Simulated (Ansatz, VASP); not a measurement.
**SnMo (NiAs type (invented)) in two plane-wave programs**

One calculation is typed for both programs; each brings its own data sets. How far apart do they land? The cell is generated by rule, not measured, and may not be a known phase. Of the first pair: The two relaxations start from unlike cells of this crystal (the structure described is Ansatz's start), so only their ends are compared.

Program: Ansatz 0.2.0. Level of theory: plane waves, with VASP 6.6.1 beside it; relaxation of cell and atoms at LDA. Results are calculated unless marked as measured.

**1. Starting point**

Symmetry: P6_3/mmc, No. 194, hexagonal system. The conventional cell has a = 4.172 Å, b = 4.172 Å, c = 6.800 Å, α = 90.00°, β = 90.00°, γ = 120.00°. Nearest to Mo lie 6 Sn at 2.95 Å. Sn has 6 Mo at 2.95 Å nearest. Farther neighbours are not listed.

**2. Ansatz: relaxation of cell and atoms, LDA, pair 1**

Ansatz runs on its default PAW (the set named soft_2) files.

The relaxed volume is the usual yardstick between codes: in a stiff, nearly cubic crystal its relative difference is about their pressure difference at one cell divided by the bulk modulus.

input.yaml

```yaml
crystal:
  lattice:
    - [4.171932, 0.0, 0.0]
    - [-2.085966, 3.612999, 0.0]
    - [0.0, 0.0, 6.80025]
  atoms:
    - { symbol: Mo, position: [0.0, 0.0, 0.0] }
    - { symbol: Mo, position: [0.0, 0.0, 0.5] }
    - { symbol: Sn, position: [0.333333, 0.666667, 0.25] }
    - { symbol: Sn, position: [0.666667, 0.333333, 0.75] }
kpoints:
  mp_grid: { grid: [6, 6, 4] }
hamiltonian:
  xc: lda
scf:
  occupations: { method: gaussian, width: 0.1 }
output:
  forces: true
  stress: true
  eigenvalues: true
relax:
  adjacent_minimum: "off"
  f_tol: 0.05
  max_steps: 80
  cell: { stress_tol: 0.5 }
```

Command:

```
$ ansatz run input.yaml --threads 2 --pin off --max-ram 5120MiB --backend cpu --events-out ev --progress --plain --runs-dir out
```

Numbers of over 12 decimals in the logs are rounded to 6 here.

What it wrote:

```text
Warning: the atoms were moved onto the symmetric positions of the space group found under crystal.symmetry.tolerance 1.0e-5 (fractional; no operation is sought that the atoms, as they stand in a round, miss by more than twice it, and no atom is moved by as much as it), and the run uses the moved positions. Before a round's move an operation carried an atom to 4.17e-6 Å from where it should land, the largest such dist [...]
The last accepted step is kept in <dir> (removed where the run ends without a failure and the disk answers)
Engine: ansatz 0.2.0, aarch64-unknown-linux-gnu
Pseudopotentials: kind: paw
Pseudopotential: Mo, paw, valence charge 14, recommended cutoff 420 eV (normal), Mo.paw.azcp
Pseudopotential: Sn, paw, valence charge 14, recommended cutoff 420 eV (normal), Sn.paw.azcp
Functional definition: SPW92
  exchange = slater_x
  correlation = pw_c
Crystal: 4 atoms, lattice volume = 102.501 Å³
Basis set: ecut = 420 eV, 1985 PW (Γ)
Bands: 34, of which v1, the nominal top of the filled ones, is band 28 counted from 1 (27 counted from 0)
Symmetry: 24 space group operations
Space group: P63/mmc (ITA 194), of the structure as read, at distance tolerance 4.7e-5 Å
k-points: 21 of 144
Non-local potential: Mo, projectors of the file, l = 0: 3, l = 1: 2, l = 2: 2, l = 3: 1
Non-local potential: Sn, projectors of the file, l = 0: 2, l = 1: 2, l = 2: 2, l = 3: 2
PAW form: soft (Blöchl's): semilocal exchange-correlation on the pseudo side does not see the compensation charge
PAW frozen core: Mo, regenerated for the run's functional, and the local potential with it (the file was generated under x = pbe(κ = 0.804, μ = 0.219515), c = pbe(β = 0.066725))
PAW frozen core: Sn, regenerated for the run's functional, and the local potential with it (the file was generated under x = pbe(κ = 0.804, μ = 0.219515), c = pbe(β = 0.066725))
PAW one-centre angular grid: Mo, 590 points (default); XC on 64 Gauss nodes
PAW one-centre angular grid: Sn, 590 points (default); XC on 64 Gauss nodes
Initial density: superposition of atomic densities (neutral atoms: chi_scale 0, normalization atom), corrected by the library's trained network
Initial wavefunctions: pseudopotential atomic-orbital guess
Functional: x = slater, c = lda
[...]
basis re-selected at this cell: Δ(F+E_penalty+E_count) = -2.528e-2 eV, ΔP = +0.515 GPa vs the last step (what re-selecting the basis moved, of the pressure what is left beyond the Pulay correction that the steps carried, after the strain that the cell walked since its last selection, with what the two solves' SCF thresholds leave and, on support functions, any second-order correction that the steps lacked; it is no measure of the basis error at this ecutwfc). The dense FFT grid was sized anew with the basis: this SCF ran on 24×24×60 points, the steps before it on 30×30×48, so part of this shift can come from that change (see relax.cell in the input reference). [rest of the remark cut]
Crystal: 4 atoms, lattice volume = 71.489 Å³
Basis set: ecut = 420 eV, 1371 PW (Γ)
iter 1 solved again at ethr=2.22e-6 eV; its pass at ethr=3.10e-3 eV (dr2=1.24e-3 eV) is discarded
SCF iter   1: F=—  HF=-21443.701416 eV  |F-HF|=—  |Δ(HF+E_count)|=         —  Δρ=2.35e-3  dr2=1.31e-3  ethr=2.22e-6  ⟨swp⟩=2.0  Hψ=4052  notcnv=0
preconditioner: auto → Kerker (q_TF=auto, 2.619 Å⁻¹)  [metal: Δε(μ)=0.065 eV  Ē_g=14.602 eV  σ=0.100 eV  W_gap=0.35  n_scr=24 (ndim 8)  ℏωp=27.8 eV  f_vac=0.000  D(μ)=3.73/eV (n_scr^D=38)]
SCF iter   2: F=—  HF=-21443.701202 eV  |F-HF|=—  |Δ(HF+E_count)|=   2.14e-4  Δρ=1.27e-3  dr2=4.53e-4  ethr=2.22e-6  ⟨swp⟩=1.0  Hψ=714  notcnv=0
SCF iter   3: F=—  HF=-21443.701100 eV  |F-HF|=—  |Δ(HF+E_count)|=   1.02e-4  Δρ=1.10e-4  dr2=1.08e-5  ethr=8.09e-7  ⟨swp⟩=1.0  Hψ=714  notcnv=0
SCF iter   4: F=—  HF=-21443.701094 eV  |F-HF|=—  |Δ(HF+E_count)|=   6.26e-6  Δρ=1.48e-5  dr2=1.15e-7  ethr=1.92e-8  ⟨swp⟩=2.0  Hψ=916  notcnv=0
iter 5 did not close the SCF: its close was put off for the readings that it lacked (scf_convergence_deferred on its scf_iter line)
SCF iter   5: F=-21443.701094 eV  HF=-21443.701094 eV  |F-HF|=1.59e-8  |Δ(HF+E_count)|=   2.91e-8  Δρ=4.92e-6  dr2=2.02e-8  ethr=2.05e-10  ⟨swp⟩=2.0  Hψ=1124  notcnv=0
SCF iter   6: F=-21443.701094 eV  HF=-21443.701094 eV  |F-HF|=1.75e-10  |Δ(HF+E_count)|=   5.86e-9  Δρ=1.27e-6  dr2=6.80e-10  ethr=3.60e-11  ⟨swp⟩=2.1  Hψ=2079  notcnv=0
SCF 13 converged in 6 iterations: F = -21443.701094 eV  dr2 = 6.80e-10
relax step  13: F+E_penalty+E_count = -21443.70109352 eV  Δ(F+E_penalty+E_count) = -4.398e-3 eV  max|allowed force component| = 1.480e-16 eV/Å  Δτ_max = 0.0000 Å  P = +0.150 GPa  Ω = 71.489 Å³  energy of the carried Pulay correction = +3.057e-5 eV  (6 SCF iters, dr2 threshold 4.00e-7 eV, accepted)
iter 1 solved again at ethr=2.64e-8 eV; its pass at ethr=3.10e-3 eV (dr2=1.48e-5 eV) is discarded
SCF iter   1: F=—  HF=-21443.701095 eV  |F-HF|=—  |Δ(HF+E_count)|=         —  Δρ=5.64e-5  dr2=5.89e-8  ethr=2.64e-8  ⟨swp⟩=3.8  Hψ=4973  notcnv=0
preconditioner: auto → Kerker (q_TF=auto, 2.619 Å⁻¹)  [metal: Δε(μ)=0.070 eV  Ē_g=14.606 eV  σ=0.100 eV  W_gap=0.38  n_scr=24 (ndim 8)  ℏωp=27.8 eV  f_vac=0.000  D(μ)=3.77/eV (n_scr^D=38)]
SCF iter   2: F=—  HF=-21443.701092 eV  |F-HF|=—  |Δ(HF+E_count)|=   2.80e-6  Δρ=2.87e-5  dr2=1.60e-8  ethr=1.05e-10  ⟨swp⟩=2.0  Hψ=860  notcnv=0
iter 3 did not close the SCF: its close was put off for the readings that it lacked (scf_convergence_deferred on its scf_iter line)
SCF iter   3: F=-21443.701093 eV  HF=-21443.701093 eV  |F-HF|=3.64e-11  |Δ(HF+E_count)|=   2.79e-7  Δρ=3.99e-7  dr2=7.08e-11  ethr=2.85e-11  ⟨swp⟩=1.0  Hψ=714  notcnv=0
iter 4 did not close the SCF: its close was put off for the readings that it lacked (scf_convergence_deferred on its scf_iter line)
SCF iter   4: F=-21443.701093 eV  HF=-21443.701093 eV  |F-HF|=1.09e-11  |Δ(HF+E_count)|=    0.00e0  Δρ=1.97e-7  dr2=1.82e-11  ethr=1.00e-12  ⟨swp⟩=1.1  Hψ=717  notcnv=0
iter 5 did not close the SCF: its close was put off for the readings that it lacked (scf_convergence_deferred on its scf_iter line)
SCF iter   5: F=-21443.701093 eV  HF=-21443.701093 eV  |F-HF|=0.00e0  |Δ(HF+E_count)|=  3.64e-12  Δρ=3.45e-8  dr2=1.24e-12  ethr=1.00e-12  ⟨swp⟩=1.0  Hψ=714  notcnv=0
iter 6 did not close the SCF: its close was put off for the readings that it lacked (scf_convergence_deferred on its scf_iter line)
SCF iter   6: F=-21443.701093 eV  HF=-21443.701093 eV  |F-HF|=0.00e0  |Δ(HF+E_count)|=  3.64e-12  Δρ=1.33e-8  dr2=1.62e-13  ethr=1.00e-12  ⟨swp⟩=1.0  Hψ=714  notcnv=0
SCF iter   7: F=-21443.701093 eV  HF=-21443.701093 eV  |F-HF|=3.64e-12  |Δ(HF+E_count)|=  3.64e-12  Δρ=2.98e-9  dr2=8.02e-15  ethr=1.00e-12  ⟨swp⟩=1.0  Hψ=1513  notcnv=0
SCF 14 converged in 7 iterations: F = -21443.701093 eV  dr2 = 8.02e-15
relax step  14: F+E_penalty+E_count = -21443.70109270 eV  Δ(F+E_penalty+E_count) = +8.179e-7 eV  max|allowed force component| = 1.480e-16 eV/Å  Δτ_max = 0.0000 Å  P = +0.147 GPa  Ω = 71.489 Å³  stress off target by 3.57e-1 GPa  SCF on the basis re-selected at this cell (its energy is not comparable with the rows above)  (7 SCF iters)
basis re-selected at this cell: Δ(F+E_penalty+E_count) = +8.179e-7 eV, ΔP = -0.003 GPa vs the last step (what re-selecting the basis moved, of the pressure what is left beyond the Pulay correction that the steps carried, after the strain that the cell walked since its last selection, with what the two solves' SCF thresholds leave and, on support functions, any second-order correction that the steps lacked; it is no m [...]
SCF converged after 7 iterations
Free energy (F): -21443.701093 eV
Harris-Foulkes:  -21443.701093 eV  (|F-HF|=3.64e-12)
Internal energy: -21443.682249 eV  (E = F + TS)
E sigma→0 (E₀):  -21443.691671 eV
Entropy (-TS):   -0.018844 eV (-4.711 meV/atom)
Fermi energy:    17.534233 eV
--- Per-component energies (eV) ---
  E_band       = -174.213559
  E_kinetic    = 1268.462175
  E_local      = -2886.099836  (includes V_loc(G=0)·N_el)
  E_nonlocal   = 243.745517
  E_hartree    = 1435.920634
  E_xc         = -1125.031024
  E_vxc        = -657.701727  (∫ρ·V_xc dr)
  E_paw        = -14174.703136  (= ΣΔE_a)
  E_vpaw       = -1014.461018  (= ΣTr[D̂ρ^β])
  E_aug_tail   = 0.000063  (compensation charges beyond the density's cutoff)
  E_ewald      = -6207.772070
  E_core_change = 1.795429  (= ΣΔE_core)
  E_smearing   = -0.018844  (= −TS)
  E_closure    = 0.000000  (closes the sum)
  Σ components = -21443.701093   (vs F -21443.701093, Δ=0.00e0)
--- Forces (eV/Å), atoms counted from 1 ---
  atom   1  Mo     0.00000000    -0.00000000    -0.00000000
  atom   2  Mo     0.00000000    -0.00000000     0.00000000
  atom   3  Sn    -0.00000000     0.00000000     0.00000000
  atom   4  Sn    -0.00000000    -0.00000000     0.00000000
  max |Σ_I F_I| component: 2.78e-17 eV/Å
--- Stress (GPa, compression-positive) ---
        0.042385       0.000000       0.000000
        0.000000       0.042385       0.000000
        0.000000       0.000000       0.356547
  P = ⅓ Tr σ = 0.1471 GPa (1.471 kbar)
--- Band table (eV; the first three rows and the last of 21) ---
  k-point 0: bands = [... 24 lower, 16.5987, 16.5987, 16.9829, 16.9829, 18.0192, 18.0192, 18.2747, 18.2747, ... 2 higher]
  k-point 1: bands = [... 24 lower, 16.6560, 16.6560, 16.9289, 16.9289, 18.0460, 18.0460, 18.2239, 18.2239, ... 2 higher]
  k-point 2: bands = [... 24 lower, 16.7940, 16.7940, 16.7940, 16.7940, 18.1232, 18.1232, 18.1232, 18.1232, ... 2 higher]
  k-point 20: bands = [... 24 lower, 14.7344, 14.7344, 16.2655, 16.2655, 19.3921, 19.3921, 19.4638, 19.4638, ... 2 higher]
--- Relaxed structure (12 steps of the walk, 11 accepted, 2 SCFs on fresh bases) ---
  F+E_penalty+E_count = -21443.70109270 eV   max|allowed force component| = 1.480e-16 eV/Å   (the final SCF, on the basis selected at the relaxed cell)
  cell:  # Å, volume = 71.4892 Å³
    - [3.141393, 0.0, 0.0]
    - [-1.570697, 2.720526, 0.0]
    - [0.0, 0.0, 8.364985]
  atoms:
    - { symbol: Mo, position: [0, 0, 0] }
    - { symbol: Mo, position: [0, 0, 0.5] }
    - { symbol: Sn, position: [0.333333, 0.666667, 0.25] }
    - { symbol: Sn, position: [0.666667, 0.333333, 0.750000] }
```

**3. VASP: relaxation of cell and atoms, LDA, pair 1**

Its own start cell and the same functional (in two slightly different forms), mesh and smearing now go to VASP, with its own data sets.

Lines of VASP's logs that name or quote its potential files are left out, and so is its time.

INCAR

```
SYSTEM = SnMo
PREC = Accurate
ENCUT = 500
EDIFF = 1E-07
NELM = 120
ISMEAR = 0
SIGMA = 0.1
LREAL = .FALSE.
ALGO = Normal
GGA = CA
NBANDS = 34
LASPH = .TRUE.
LORBIT = 11
LWAVE = .FALSE.
LCHARG = .FALSE.
ISIF = 3
IBRION = 2
NSW = 80
EDIFFG = -0.005
GGA_COMPAT = .FALSE.
NELMIN = 4
KPAR = 2
```

POSCAR

```
SnMo
1.0
    3.1464334845      0.0000000000      0.0000000000
   -1.5732167423      2.7248912985      0.0000000000
    0.0000000000      0.0000000000      8.3721775821
Mo Sn
2 2
Direct
    0.0000000000      0.0000000000      0.0000000000
    0.0000000000      0.0000000000      0.5000000000
    0.3333333333      0.6666666667      0.2500000735
    0.6666666667      0.3333333333      0.7500000735
```

KPOINTS

```
Automatic mesh
0
Gamma
6 6 4
0 0 0
```

The projector-augmented-wave data sets are Mo_sv and Sn_d (LDA family, release 64).

Command:

```
$ mpirun -np 2 vasp_std
```

What it wrote:

```text
[banner, memory and clock lines left out]
running    2 mpi-ranks, on    1 nodes
 distrk:  each k-point on    1 cores,    2 groups
 distr:  one band on    1 cores,    1 groups

 POSCAR found type information on POSCAR MoSn
 POSCAR found :  2 types and       4 ions
 LDA part: xc-table for (Slater(with rela. corr.)+CA(PZ))
 , standard interpolation
 POSCAR, INCAR and KPOINTS ok, starting setup
 FFT: planning ... GRIDC
 FFT: planning ... GRID_SOFT
 FFT: planning ... GRID
 WAVECAR not read
 entering main loop
       N       E                     dE             d eps       ncg     rms          rms(c)
DAV:   1     0.714805448908E+03    0.71481E+03   -0.28092E+04  1516   0.248E+03
DAV:   2     0.462661504394E+02   -0.66854E+03   -0.65760E+03  1436   0.645E+02
DAV:   3    -0.304853316786E+02   -0.76751E+02   -0.75024E+02  1652   0.205E+02
DAV:   4    -0.334897511649E+02   -0.30044E+01   -0.29358E+01  1698   0.422E+01
DAV:   5    -0.335753614231E+02   -0.85610E-01   -0.85240E-01  1820   0.744E+00    0.179E+01
DAV:   6    -0.323954655593E+02    0.11799E+01   -0.51984E+00  1580   0.126E+01    0.374E+00
DAV:   7    -0.322281426611E+02    0.16732E+00   -0.43062E-01  1806   0.551E+00    0.258E+00
DAV:   8    -0.321861896263E+02    0.41953E-01   -0.12003E-01  1678   0.224E+00    0.408E-01
DAV:   9    -0.321843388693E+02    0.18508E-02   -0.10567E-02  1774   0.899E-01    0.148E-01
DAV:  10    -0.321840390579E+02    0.29981E-03   -0.12805E-03  1926   0.236E-01    0.619E-02
DAV:  11    -0.321840163629E+02    0.22695E-04   -0.18449E-04  1690   0.114E-01    0.134E-02
DAV:  12    -0.321840141321E+02    0.22308E-05   -0.26017E-05  1800   0.428E-02    0.775E-03
DAV:  13    -0.321840141672E+02   -0.35084E-07   -0.14075E-06  1480   0.773E-03    0.209E-03
DAV:  14    -0.321840141433E+02    0.23962E-07   -0.82807E-08   818   0.337E-03
   1 F= -.32184014E+02 E0= -.32174552E+02  d E =-.321840E+02
[...]
2 F= -.32184163E+02 E0= -.32174718E+02  d E =-.148605E-03
[...]
3 F= -.32184163E+02 E0= -.32174718E+02  d E =-.149305E-03
[...]
4 F= -.32184268E+02 E0= -.32174855E+02  d E =-.104250E-03
 trial-energy change:   -0.000104  1 .order   -0.000104   -0.000154   -0.000054
 step:   0.7176(harm=  0.7278)  dis= 0.00000  next Energy=   -32.184282 (dE=-0.118E-03)
 bond charge predicted
       N       E                     dE             d eps       ncg     rms          rms(c)
DAV:   1    -0.321846695245E+02   -0.40182E-03   -0.11521E-02  1596   0.962E-01    0.140E-01
DAV:   2    -0.321843347137E+02    0.33481E-03   -0.87702E-04  1552   0.257E-01    0.447E-02
DAV:   3    -0.321842908287E+02    0.43885E-04   -0.94301E-05  1864   0.915E-02    0.210E-02
DAV:   4    -0.321842835178E+02    0.73109E-05   -0.12248E-05  2060   0.309E-02    0.827E-03
DAV:   5    -0.321842827918E+02    0.72604E-06   -0.18470E-06  1668   0.978E-03    0.135E-03
DAV:   6    -0.321842827916E+02    0.11823E-09   -0.19700E-07  1000   0.364E-03
   5 F= -.32184283E+02 E0= -.32174885E+02  d E =-.119343E-03
 curvature:  -0.74 expect dE=-0.117E-05 dE for cont linesearch -0.816E-07
 trial: gam=-0.05591 g(F)=  0.741E-46 g(S)=  0.157E-05 ort = 0.854E-05 (trialstep = 0.523E+00)
 search vector abs. value=  0.269E-05
 reached required accuracy - stopping structural energy minimisation
```

Parts of OUTCAR (step 3):

```text
ion  position               nearest neighbor table
   1  0.000  0.000  0.000-   4 2.77   4 2.77   4 2.77   3 2.77   3 2.77   3 2.77
   2  0.000  0.000  0.500-   3 2.77   3 2.77   3 2.77   4 2.77   4 2.77   4 2.77
   3  0.333  0.667  0.250-   2 2.77   2 2.77   2 2.77   1 2.77   1 2.77   1 2.77
   4  0.667  0.333  0.750-   1 2.77   1 2.77   1 2.77   2 2.77   2 2.77   2 2.77

  LATTYP: Found a hexagonal cell.
 ALAT       =     3.1464334845
 C/A-ratio  =     2.6608468361

 Subroutine GETGRP returns: Found 24 space group operations
 (whereof 12 operations were pure point group operations)

The static configuration has the point symmetry D_3d.
 The point group associated with its full space group is D_6h.

 Found     21 irreducible k-points:

   k-points           NKPTS =     21   k-points in BZ     NKDIM =     21   number of bands    NBANDS=     34

   dimension x,y,z NGX =    24 NGY =   24 NGZ =   64
   dimension x,y,z NGXF=    48 NGYF=   48 NGZF=  128

   ENCUT  =  500.0 eV  36.75 Ry    6.06 a.u.   5.74  5.74 15.26*2*pi/ulx,y,z

   NELECT =      56.0000    total number of electrons

 k-points in reciprocal lattice and weights: Automatic mesh
   0.00000000  0.00000000  0.00000000       0.007
   0.16666667 -0.00000000  0.00000000       0.042
   0.33333333  0.00000000  0.00000000       0.042
   0.50000000  0.00000000  0.00000000       0.021
   0.16666667  0.16666667  0.00000000       0.042
   0.33333333  0.16666667  0.00000000       0.083
   0.33333333  0.33333333  0.00000000       0.014
   0.00000000  0.00000000  0.25000000       0.014
   0.16666667 -0.00000000  0.25000000       0.083
[...]
0.33333333  0.16666667  0.50000000       0.083
   0.33333333  0.33333333  0.50000000       0.014

 average (electrostatic) potential at core
       1 -69.6684       2 -69.6684       3 -94.7238       4 -94.7238

 E-fermi :  11.7854

 k-point     1 :       0.0000    0.0000    0.0000
  band No.  band energies     occupation
    ...
     24      10.2848      2.00000
     25      10.8648      2.00000
     26      10.8648      2.00000
     27      11.2394      2.00000
     28      11.2394      2.00000
     29      12.2834      0.00000
     30      12.2834      0.00000
     31      12.5328      0.00000
     32      12.5328      0.00000
     33      17.4308      0.00000
    ...

 k-point     2 :       0.1667   -0.0000    0.0000
  band No.  band energies     occupation
    ...
     25      10.5371      2.00000
     26      10.8950      2.00000
     27      11.3155      2.00000
     28      11.5035      1.99993
     29      11.8140      0.68645
     30      11.9638      0.01167
     31      12.4117      0.00000
     32      13.7896      0.00000
     33      16.2766      0.00000
     34      17.7621      0.00000

 k-point     3 :       0.3333    0.0000    0.0000
  band No.  band energies     occupation
    ...
     24       9.0626      2.00000
     25       9.6457      2.00000
     26      10.0662      2.00000
     27      10.9771      2.00000
     28      11.5241      1.99978
     29      12.1670      0.00000
     30      12.9743      0.00000
     31      13.2616      0.00000
     32      14.2264      0.00000
     33      15.4881      0.00000
    ...

  Total       -0.0058474     -0.0058474     -0.0078726      0.0000000      0.0000000      0.0000000
  in kB       -0.1305550     -0.1305550     -0.1757705      0.0000000      0.0000000      0.0000000
  external PRESSURE =      -0.1456268 kB  Pullay stress =       0.0000000 kB

  energy-cutoff  :      500.00
  volume of cell :       71.76
      direct lattice vectors                 reciprocal lattice vectors
     3.141568097  0.000000000  0.000000000     0.318312374  0.183777737 -0.000000000
    -1.570784049  2.720677749 -0.000000000    -0.000000000  0.367555474 -0.000000000
     0.000000000  0.000000000  8.395735155    -0.000000000 -0.000000000  0.119108093

 POSITION                                       TOTAL-FORCE (eV/Angst)
 -----------------------------------------------------------------------------------
     -0.00000      0.00000      0.00000        -0.000000      0.000000      0.000000
     -0.00000      0.00000      4.19787        -0.000000      0.000000      0.000000
     -0.00000      1.81379      2.09893        -0.000000     -0.000000      0.000000
      1.57078      0.90689      6.29680         0.000000      0.000000      0.000000
 -----------------------------------------------------------------------------------
    total drift:                               -0.000000     -0.000000     -0.000373

  FREE ENERGIE OF THE ION-ELECTRON SYSTEM (eV)
  ---------------------------------------------------
  free  energy   TOTEN  =       -32.1842827916 eV

  energy  without entropy=      -32.1654875013  energy(sigma->0) =      -32.17488515

 reached required accuracy - stopping structural energy minimisation

 total charge
# of ion       s       p       d       tot
------------------------------------------
    1        2.262   6.137   4.023  12.422
    2        2.262   6.137   4.023  12.422
    3        1.157   1.372  10.076  12.605
    4        1.157   1.372  10.076  12.605
--------------------------------------------------
tot          6.839  15.018  28.197  50.054

[... 3 further parts left out ...]
```

CONTCAR:

```
SnMo
   1.00000000000000
     3.1415680969370321    0.0000000000000892    0.0000000000000000
    -1.5707840485183615    2.7206777494121073   -0.0000000000000000
     0.0000000000000000    0.0000000000000000    8.3957351548769328
  Mo              Sn
     2     2
Direct
     0.0000000000000000    0.0000000000000000    0.0000000000000000
     0.0000000000000000    0.0000000000000000    0.5000000000000000
     0.3333333332999970    0.6666666667000030    0.2500000734999972
     0.6666666667000030    0.3333333332999970    0.7500000734999972
```

(Part 1 of 2 ends here.)

[Lines on the potential files, build, host, timing and source positions are cut from VASP's logs without a mark.]

[Logs are printed without paths, hosts, clocks, repeated set-up lines and the standing remarks that a program may print on its own settings, such as how far it seeks lower states.]

[Hosts, paths, dates, database ids (printed as entryN), source tags and the programs' standing remarks are cut or masked in the printed files.]
